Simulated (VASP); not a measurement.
Shape and ions are relaxed at each volume.

Data:

```cif
data_O4Sn2
_chemical_formula_sum 'Sn2 O4'
_space_group_name_H-M_alt 'P42/mnm'
_space_group_IT_number 136
_space_group_name_Hall '-P 4n 2n'
_cell_length_a 4.81054
_cell_length_b 4.81054
_cell_length_c 3.23586
_cell_angle_alpha 90.000
_cell_angle_beta 90.000
_cell_angle_gamma 90.000
loop_
_atom_site_label
_atom_site_type_symbol
_atom_site_symmetry_multiplicity
_atom_site_Wyckoff_symbol
_atom_site_fract_x
_atom_site_fract_y
_atom_site_fract_z
_atom_site_occupancy
Sn1 Sn 2 a 0.00000 0.00000 0.00000 1
O1 O 4 f 0.30628 0.30628 0.00000 1
```

Level of theory: PBE GGA with D3 dispersion (zero damping), VASP's PBE PAW potentials (set 64) (plane waves; VASP 6.6.1). Run with 520 eV cut-off, 5×5×7 Γ-centred mesh, Gaussian smearing of 0.050 eV, potentials Sn_d O.

### Question
Give the energy at these volumes per atom, relative to the lowest: 11.72, 12.10, 12.47, 12.85, 13.22 Å³.

### Answer
28.6, 6.8, 0.0, 5.4, 20.9 meV/atom. A third-order Birch-Murnaghan fit gives B0 = 174 GPa and B0′ = 5.6.

The compound is SnO2 in the rutile structure. It was relaxed first.
